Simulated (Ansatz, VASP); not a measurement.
# GaC: VASP beside Ansatz

Aim: how closely do two programs agree when they are given the same cell, functional and k mesh? The cell is generated by rule, not measured, and may not be a known phase. The cell is taken from a series of runs on this material, whose earlier steps may have relaxed, scaled, displaced or heated it; both programs get it as it stands.

Method: plane waves, with VASP 6.6.1 beside it; single point at PBEsol, in Ansatz 0.2.0.

The structure was built from a prototype and need not be the compound's stable phase.

### 1. Starting point

Symmetry: I4/mmm, No. 139, tetragonal system. The conventional cell has a = 3.925 Å, b = 3.925 Å, c = 11.102 Å, α = 90.00°, β = 90.00°, γ = 90.00°. Nearest to Ga lie 8 C at 2.38 to 2.43 Å. Ga has 8 C at 2.38 to 2.43 Å nearest. C has 8 Ga at 2.38 to 2.43 Å nearest. Nearest to C lie 8 Ga at 2.38 to 2.43 Å. Farther neighbours are not listed.

### 2. Ansatz: single point, PBEsol, pair 1

Ansatz runs on norm-conserving files, of PseudoDojo where its log says so.

A single point gives forces, pressure and levels at one fixed geometry, so differences don't come from the geometry; what else differs is listed under the comparison.

The input, input.yaml:

```yaml
crystal:
  lattice:
    - [0.0, -2.7754559291, -2.7754559291]
    - [0.0, -2.7754559291, 2.7754559291]
    - [-5.5509118581, -2.7754559291, 0.0]
  atoms:
    - { symbol: Ga, position: [0.75, 0.75, 0.5] }
    - { symbol: Ga, position: [0.25, 0.25, 0.5] }
    - { symbol: Ga, position: [0.5, 0.5, 1.0] }
    - { symbol: Ga, position: [0.0, 0.0, 1.0] }
    - { symbol: C, position: [0.3713969884, 0.8713969884, 0.2572060233] }
    - { symbol: C, position: [0.8786030116, 0.3786030116, 0.2427939767] }
    - { symbol: C, position: [0.1286030116, 0.6286030116, 0.7427939767] }
    - { symbol: C, position: [0.6213969884, 0.1213969884, 0.7572060233] }
kpoints:
  mp_grid: { grid: [8, 8, 8] }
hamiltonian:
  xc: pbesol
  pseudopotentials: { kind: nc }
scf:
  occupations: { method: methfessel_paxton, width: 0.15 }
output:
  forces: true
  stress: true
  eigenvalues: true
```

The run is started by

```bash
$ ansatz run input.yaml --threads 4 --pin off --max-ram 7168MiB --backend cpu --events-out ev --progress --plain --runs-dir out
```

Numbers of over 12 decimals in the logs are rounded to 6 here.

What it wrote:

```text
Engine: ansatz 0.2.0, aarch64-unknown-linux-gnu
Pseudopotentials: kind: nc
Pseudopotential: Ga, nc, valence charge 13, recommended cutoff 1088.45545 eV (normal), Ga.nc.azcp (PseudoDojo's, or run here from an input of PseudoDojo's: the run reads no file of this project's for it)
Pseudopotential: C, nc, valence charge 4, recommended cutoff 1115.666836 eV (normal), C.nc.azcp (PseudoDojo's, or run here from an input of PseudoDojo's: the run reads no file of this project's for it)
Functional definition: PBEsol
  exchange = pbesol_x
  correlation = pbesol_c
Crystal: 8 atoms, lattice volume = 85.519 Å³
Basis set: ecut = 1115.666836 eV, 7239 PW (Γ), exchange–correlation on 90×90×144 points (8 copies of the dense FFT grid, shifted against one another)
Bands: 42, of which v1, the nominal top of the filled ones, is band 34 counted from 1 (33 counted from 0)
Symmetry: 16 space group operations
Space group: I4/mmm (ITA 139), of the structure as read, at distance tolerance 4.4e-5 Å
k-points: 59 of 512
Non-local potential: Ga, projectors of the file, l = 0: 2, l = 1: 2, l = 2: 2
Non-local potential: C, projectors of the file, l = 0: 2, l = 1: 2
Initial density: superposition of atomic densities (chi_scale 0.1, normalization cell, long waves kept (reshape's long-wave potential 0.00 eV rms))
Initial wavefunctions: pseudopotential atomic-orbital guess
Functional: x = pbesol(κ = 0.804, μ = 0.123457), c = pbesol(β = 0.046)
SCF iter   1: F=—  HF=-8949.693487 eV  |F-HF|=—  |Δ(HF+E_count)|=         —  Δρ=3.97e-2  dr2=1.97e0  ethr=3.10e-3  ⟨swp⟩=5.1  Hψ=8460  notcnv=0  defer=1
preconditioner: auto → Kerker (q_TF=auto, 2.626 Å⁻¹)  [metal: Δε(μ)=0.008 eV  Ē_g=13.556 eV  σ=0.150 eV  W_gap=0.04  n_scr=32 (ndim 8)  ℏωp=33.1 eV  f_vac=0.000  D(μ)=3.13/eV (n_scr^D=32)]
SCF iter   2: F=—  HF=-8949.260296 eV  |F-HF|=—  |Δ(HF+E_count)|=   4.33e-1  S|Δr|=    0.00e0  Δρ=1.92e-2  dr2=3.83e-1  ethr=2.90e-3  ⟨swp⟩=2.2  Hψ=3298  notcnv=0  defer=98
SCF iter   3: F=—  HF=-8949.167902 eV  |F-HF|=—  |Δ(HF+E_count)|=   9.24e-2  S|Δr|=    0.00e0  Δρ=6.12e-3  dr2=2.27e-2  ethr=5.63e-4  ⟨swp⟩=2.0  Hψ=3078  notcnv=0  defer=107
SCF iter   4: F=—  HF=-8949.164388 eV  |F-HF|=—  |Δ(HF+E_count)|=   3.51e-3  S|Δr|=    0.00e0  Δρ=2.98e-3  dr2=1.18e-2  ethr=3.34e-5  ⟨swp⟩=2.1  Hψ=3222  notcnv=0  defer=105
SCF iter   5: F=—  HF=-8949.162501 eV  |F-HF|=—  |Δ(HF+E_count)|=   1.89e-3  S|Δr|=    0.00e0  Δρ=3.79e-4  dr2=8.85e-5  ethr=1.74e-5  ⟨swp⟩=2.0  Hψ=2718  notcnv=0  defer=105
SCF iter   6: F=—  HF=-8949.162535 eV  |F-HF|=—  |Δ(HF+E_count)|=   3.42e-5  S|Δr|=    0.00e0  Δρ=1.28e-4  dr2=1.48e-5  ethr=1.30e-7  ⟨swp⟩=2.0  Hψ=3267  notcnv=0  defer=108
SCF iter   7: F=—  HF=-8949.162533 eV  |F-HF|=—  |Δ(HF+E_count)|=   2.28e-6  S|Δr|=    0.00e0  Δρ=2.06e-5  dr2=3.40e-7  ethr=2.17e-8  ⟨swp⟩=2.0  Hψ=3001  notcnv=0  defer=108
SCF iter   8: F=-8949.162533 eV  HF=-8949.162533 eV  |F-HF|=4.31e-10  |Δ(HF+E_count)|=   3.02e-8  S|Δr|=    0.00e0  Δρ=2.55e-6  dr2=2.14e-9  ethr=1.47e-10  ⟨swp⟩=10.1  Hψ=10879  notcnv=0
SCF 1 converged in 8 iterations: F = -8949.162533 eV  dr2 = 2.14e-9
SCF converged after 8 iterations
Stability not checked: this state was not tested for a lower state beside it, because cold or Methfessel-Paxton smearing, or corrected tetrahedra, fill the levels in a way that the test cannot read (fill_not_monotonic; see scf.lower_state_search)
Free energy (F): -8949.162533 eV
Harris-Foulkes:  -8949.162533 eV  (|F-HF|=4.31e-10)
Internal energy: -8949.159226 eV  (E = F + TS)
E sigma→0 (E₀):  -8949.161706 eV
Entropy (-TS):   -0.003307 eV (-0.413 meV/atom)
Fermi energy:    13.443210 eV
--- Per-component energies (eV) ---
  E_band       = 145.672451
  E_kinetic    = 7243.375292
  E_local      = -5247.330459  (includes V_loc(G=0)·N_el)
  E_nonlocal   = -4167.473891
  E_hartree    = 2011.540580
  E_xc         = -2477.805078
  E_vxc        = -1705.980496  (∫ρ·V_xc dr)
  E_ewald      = -6311.465670
  E_smearing   = -0.003307  (= −TS)
  E_closure    = -0.000000  (closes the sum)
  Σ components = -8949.162533   (vs F -8949.162533, Δ=0.00e0)
--- Forces (eV/Å), atoms counted from 1 ---
  atom   1  Ga     0.00000000     0.00000000     0.00000000
  atom   2  Ga     0.00000000     0.00000000    -0.00000000
  atom   3  Ga    -0.00000000     0.00000000     0.00000000
  atom   4  Ga     0.00000000     0.00000000     0.00000000
  atom   5  C     -0.58259184     0.00000000     0.00000000
  atom   6  C      0.53694488    -0.00000000     0.00000000
  atom   7  C      0.58259184    -0.00000000     0.00000000
  atom   8  C     -0.53694488     0.00000000     0.00000000
  max |Σ_I F_I| component: 1.11e-16 eV/Å
--- Stress (GPa, compression-positive) ---
        0.517261       0.000000       0.000000
        0.000000      -0.307426       0.000000
        0.000000       0.000000      -0.307426
  P = ⅓ Tr σ = -0.0325 GPa (-0.325 kbar)
--- Band table (eV; the first three rows and the last of 59) ---
  k-point 0: bands = [... 30 lower, 11.3185, 13.0882, 13.0882, 13.1057, 13.1735, 13.2012, 14.7078, 14.9528, ... 4 higher]
  k-point 1: bands = [... 30 lower, 11.9442, 12.3518, 12.4267, 13.1425, 13.1425, 14.0310, 14.8524, 14.8524, ... 4 higher]
  k-point 2: bands = [... 30 lower, 11.0976, 11.6916, 12.7181, 13.2986, 13.2986, 14.5772, 14.5772, 14.7973, ... 4 higher]
  k-point 58: bands = [... 30 lower, 11.8404, 11.8404, 13.4564, 13.6465, 15.0534, 15.0534, 15.4651, 15.4651, ... 4 higher]
```

In the SCF lines HF is the Harris–Foulkes energy and dr2 the Hartree energy of the density residual, in eV; the loop may stop once dr2 is under the threshold and the program's other checks hold. Hψ counts applications of the Hamiltonian.

The run ends at a pressure of -0.03 GPa, with forces up to 0.58 eV/Å.

### 3. VASP: single point, PBEsol, pair 1

The same cell, functional, mesh and smearing now go to VASP, with its own data sets.

Lines of VASP's logs that name or quote its potential files are left out, and so is its time.

The input, INCAR:

```
SYSTEM = GaC
PREC = Accurate
ENCUT = 600
EDIFF = 1E-06
NELM = 120
ISMEAR = 1
SIGMA = 0.15
LREAL = .FALSE.
ALGO = Normal
GGA = PS
NBANDS = 42
LORBIT = 11
LWAVE = .FALSE.
LCHARG = .FALSE.
ISIF = 2
LASPH = .TRUE.
GGA_COMPAT = .FALSE.
KPAR = 2
```

The input, POSCAR:

```
GaC
1.0
    0.0000000000     -2.7754559291     -2.7754559291
    0.0000000000     -2.7754559291      2.7754559291
   -5.5509118581     -2.7754559291      0.0000000000
Ga C
4 4
Direct
    0.7500000000      0.7500000000      0.5000000000
    0.2500000000      0.2500000000      0.5000000000
    0.5000000000      0.5000000000      0.0000000000
    0.0000000000      0.0000000000      0.0000000000
    0.3713969883      0.8713969884      0.2572060233
    0.8786030116      0.3786030116      0.2427939767
    0.1286030117      0.6286030116      0.7427939767
    0.6213969884      0.1213969883      0.7572060233
```

The input, KPOINTS:

```
Automatic mesh
0
Gamma
8 8 8
0 0 0
```

Potentials, in the order of the species: Ga_d and C (PBE family, release 64).

The run is started by

```bash
$ mpirun -np 2 vasp_std
```

What it wrote:

```text
[banner, memory and clock lines left out]
running    2 mpi-ranks, on    1 nodes
 distrk:  each k-point on    1 cores,    2 groups
 distr:  one band on    1 cores,    1 groups

 POSCAR found type information on POSCAR GaC
 POSCAR found :  2 types and       8 ions
|                                                                             |
|               ----> ADVICE to this user running VASP <----                  |
|                                                                             |
|     You enforced a specific xc type in the INCAR file but a different       |
|     [... a line on the potential file left out ...]
|     I HOPE YOU KNOW WHAT YOU ARE DOING!                                     |
|                                                                             |

 LDA part: xc-table for (Slater+PW92), standard interpolation
 POSCAR, INCAR and KPOINTS ok, starting setup
 FFT: planning ... GRIDC
 FFT: planning ... GRID_SOFT
 FFT: planning ... GRID
 WAVECAR not read
 entering main loop
       N       E                     dE             d eps       ncg     rms          rms(c)
DAV:   1     0.622580405116E+03    0.62258E+03   -0.34148E+04  5612   0.325E+03
DAV:   2     0.665077643026E+02   -0.55607E+03   -0.53775E+03  5036   0.680E+02
DAV:   3    -0.312074425793E+02   -0.97715E+02   -0.94728E+02  5796   0.199E+02
DAV:   4    -0.389153598236E+02   -0.77079E+01   -0.74760E+01  6248   0.511E+01
DAV:   5    -0.391658736426E+02   -0.25051E+00   -0.24556E+00  6454   0.901E+00    0.668E+00
DAV:   6    -0.370311101043E+02    0.21348E+01   -0.72127E+00  7556   0.360E+01    0.195E+00
DAV:   7    -0.370385828258E+02   -0.74727E-02   -0.93845E-01  6054   0.468E+00    0.138E+00
DAV:   8    -0.370047461911E+02    0.33837E-01   -0.85580E-02  6512   0.206E+00    0.487E-01
DAV:   9    -0.369978793476E+02    0.68668E-02   -0.18902E-02  7204   0.923E-01    0.249E-01
DAV:  10    -0.369965588519E+02    0.13205E-02   -0.81577E-03  7318   0.652E-01    0.749E-02
DAV:  11    -0.369966125219E+02   -0.53670E-04   -0.61294E-04  5582   0.148E-01    0.582E-02
DAV:  12    -0.369966041366E+02    0.83853E-05   -0.12849E-04  7392   0.949E-02    0.158E-02
DAV:  13    -0.369966045592E+02   -0.42258E-06   -0.12615E-05  6616   0.575E-02    0.126E-02
DAV:  14    -0.369966030122E+02    0.15470E-05   -0.32608E-06  4278   0.197E-02    0.777E-03
DAV:  15    -0.369966020212E+02    0.99096E-06   -0.44513E-06  5078   0.234E-02
   1 F= -.36996602E+02 E0= -.36995491E+02  d E =-.333425E-02
```

OUTCAR, selected parts (step 3):

```text
ion  position               nearest neighbor table
   1  0.750  0.750  0.500-   5 2.38   7 2.38   7 2.38   5 2.38   8 2.43   6 2.43   8 2.43   6 2.43
                             3 2.78   4 2.78   2 2.78   2 2.78   2 2.78   2 2.78
   2  0.250  0.250  0.500-   5 2.38   7 2.38   5 2.38   7 2.38   6 2.43   8 2.43   6 2.43   8 2.43
                             4 2.78   3 2.78   1 2.78   1 2.78   1 2.78   1 2.78
   3  0.500  0.500  0.000-   8 2.38   6 2.38   8 2.38   6 2.38   5 2.43   7 2.43   5 2.43   7 2.43
                             2 2.78   1 2.78   4 2.78   4 2.78   4 2.78   4 2.78
   4  0.000  0.000  0.000-   6 2.38   8 2.38   8 2.38   6 2.38   5 2.43   7 2.43   7 2.43   5 2.43
                             1 2.78   2 2.78   3 2.78   3 2.78   3 2.78   3 2.78
   5  0.371  0.871  0.257-   2 2.38   1 2.38   2 2.38   1 2.38   3 2.43   4 2.43   3 2.43   4 2.43

  LATTYP: Found a body centered tetragonal cell.
 ALAT       =     3.9250874167
 C/A-ratio  =     2.8284271247

 Subroutine GETGRP returns: Found 16 space group operations
 (whereof  8 operations were pure point group operations)

The static configuration has the point symmetry D_2d.
 The point group associated with its full space group is D_4h.

 Found     59 irreducible k-points:

   k-points           NKPTS =     59   k-points in BZ     NKDIM =     59   number of bands    NBANDS=     42

   dimension x,y,z NGX =    32 NGY =   32 NGZ =   50
   dimension x,y,z NGXF=    64 NGYF=   64 NGZF=  100

   ENCUT  =  600.0 eV  44.10 Ry    6.64 a.u.   7.84  7.84 12.40*2*pi/ulx,y,z

   NELECT =      68.0000    total number of electrons

 k-points in reciprocal lattice and weights: Automatic mesh
   0.00000000  0.00000000  0.00000000       0.002
   0.12500000  0.00000000  0.00000000       0.016
   0.25000000  0.00000000  0.00000000       0.016
   0.37500000  0.00000000  0.00000000       0.016
   0.50000000  0.00000000  0.00000000       0.008
   0.12500000  0.12500000  0.00000000       0.016
   0.25000000  0.12500000  0.00000000       0.031
   0.37500000  0.12500000  0.00000000       0.031
   0.50000000  0.12500000 -0.00000000       0.031
[...]
-0.12500000 -0.12500000  0.37500000       0.008
   0.00000000  0.00000000  0.50000000       0.002

 average (electrostatic) potential at core
       1 -62.5205       2 -62.5205       3 -62.5085       4 -62.5085       5 -47.9894
       6 -47.8190       7 -47.9894       8 -47.8190

 E-fermi :   7.7916

 k-point     1 :       0.0000    0.0000    0.0000
  band No.  band energies     occupation
    ...
     32       7.4357      2.00401
     33       7.4357      2.00401
     34       7.4530      2.00639
     35       7.5229      2.02954
     36       7.5510      2.04576
     37       9.0655     -0.00000
     38       9.3052     -0.00000
     39       9.3052     -0.00000
     40      12.7434      0.00000
     41      12.7604      0.00000
    ...

 k-point     2 :       0.1250    0.0000    0.0000
  band No.  band energies     occupation
    ...
     32       6.8024      2.00000
     33       7.0005      2.00000
     34       7.0781      2.00000
     35       7.4181      2.00242
     36       7.7750      1.18564
     37       8.7443     -0.00000
     38       9.0341     -0.00000
     39      10.0076     -0.00000
     40      11.7319      0.00000
     41      12.1810      0.00000
    ...

 k-point     3 :       0.2500    0.0000    0.0000
  band No.  band energies     occupation
    ...
     31       5.6598      2.00000
     32       6.2177      2.00000
     33       7.3424      2.00019
     34       7.5316      2.03423
     35       7.7288      1.64480
     36       8.2120     -0.00054
     37       8.3116     -0.00001
     38       8.9756     -0.00000
     39      11.1795      0.00000
     40      11.4267      0.00000
    ...

  Total        0.1759070     -0.2733237     -0.2733237     -0.0000000      0.0000000     -0.0000000
  in kB        3.2955713     -5.1206478     -5.1206478     -0.0000000      0.0000000     -0.0000000
  external PRESSURE =      -2.3152414 kB  Pullay stress =       0.0000000 kB

  energy-cutoff  :      600.00
  volume of cell :       85.52
      direct lattice vectors                 reciprocal lattice vectors
     0.000000000 -2.775455929 -2.775455929     0.090075291 -0.180150582 -0.180150582
     0.000000000 -2.775455929  2.775455929     0.090075291 -0.180150582  0.180150582
    -5.550911858 -2.775455929  0.000000000    -0.180150582  0.000000000  0.000000000

 POSITION                                       TOTAL-FORCE (eV/Angst)
 -----------------------------------------------------------------------------------
     -2.77546     -5.55091      0.00000        -0.000000      0.000000      0.000000
     -2.77546     -2.77546      0.00000        -0.000000      0.000000      0.000000
      0.00000     -2.77546      0.00000        -0.000000      0.000000     -0.000000
      0.00000      0.00000      0.00000        -0.000000      0.000000     -0.000000
     -1.42773     -4.16318      1.38773        -0.585267      0.000000      0.000000
     -1.34773     -4.16318     -1.38773         0.539038      0.000000      0.000000
     -4.12318     -4.16318      1.38773         0.585267     -0.000000      0.000000
     -4.20318     -4.16318     -1.38773        -0.539038     -0.000000      0.000000
 -----------------------------------------------------------------------------------
    total drift:                                0.000000     -0.000000      0.000000

  FREE ENERGIE OF THE ION-ELECTRON SYSTEM (eV)
  ---------------------------------------------------
  free  energy   TOTEN  =       -36.9966020212 eV

  energy  without entropy=      -36.9932677666  energy(sigma->0) =      -36.99549060

 total charge
# of ion       s       p       d       tot
------------------------------------------
    1        0.865   0.656  10.078  11.600
    2        0.865   0.656  10.078  11.600
    3        0.866   0.657  10.078  11.601
    4        0.866   0.657  10.078  11.601
    5        0.983   1.183   0.000   2.167
    6        0.972   1.202   0.000   2.174
    7        0.983   1.183   0.000   2.167
    8        0.972   1.202   0.000   2.174
--------------------------------------------------
tot          7.371   7.398  40.313  55.082

[... 3 further parts left out ...]
```

The run ends at a pressure of -0.23 GPa, with forces up to 0.59 eV/Å.

### 4. Comparison

Known differences besides the potentials themselves: the cutoff is 1115.67 eV in Ansatz and 600 eV in VASP. Total energies have different zeros and are not compared.

Compared:

```tsv
quantity	Ansatz	VASP	difference
pressure (GPa)	-0.03	-0.23	+0.20
```

Forces (eV/Å; atoms numbered as in POSCAR):

```tsv
atom	Ansatz x, y, z	VASP x, y, z
Ga1	0.000, 0.000, 0.000	0.000, 0.000, 0.000
Ga2	0.000, 0.000, 0.000	0.000, 0.000, 0.000
Ga3	0.000, 0.000, 0.000	0.000, 0.000, 0.000
Ga4	0.000, 0.000, 0.000	0.000, 0.000, 0.000
C5	-0.583, 0.000, 0.000	-0.585, 0.000, 0.000
C6	0.537, 0.000, 0.000	0.539, 0.000, 0.000
C7	0.583, 0.000, 0.000	0.585, 0.000, 0.000
C8	-0.537, 0.000, 0.000	-0.539, 0.000, 0.000
```

The forces differ by 1.0 meV/Å r.m.s., which is 0.4 % of the r.m.s. force of 0.230 eV/Å (both taken over all components).

[end of part 1 of 2]

[Lines on the potential files, build, host, timing and source positions are cut from VASP's logs without a mark.]

[Logs are printed without paths, hosts, clocks, repeated set-up lines and the standing remarks that a program may print on its own settings, such as how far it seeks lower states.]

[Hosts, paths, dates, database ids (printed as entryN), source tags and the programs' standing remarks are cut or masked in the printed files.]
